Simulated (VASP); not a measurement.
Take CeO$_{2}$ (fluorite), without spin-orbit terms, in VASP with PAW potentials, and its band gap.

Problem. One run gives 1.96 eV. Which level is it?
A) r2SCAN+rVV10 (own cell)
B) AM05 (own cell)
C) SCAN (own cell)
D) RPBE (own cell)

Solution. B, AM05 (own cell).  The others give 1.80 (RPBE (own cell)), 2.19 (r2SCAN+rVV10 (own cell)), 2.24 (SCAN (own cell)).

Only levels that ran to the end are used. Left out are those held back, those with too coarse a band path, GW runs whose mesh misses a band edge, hybrids' fits of cells that aren't cubic and levels without matching references; a question may draw on a part of the rest.

The compound is CeO2 in the fluorite structure.
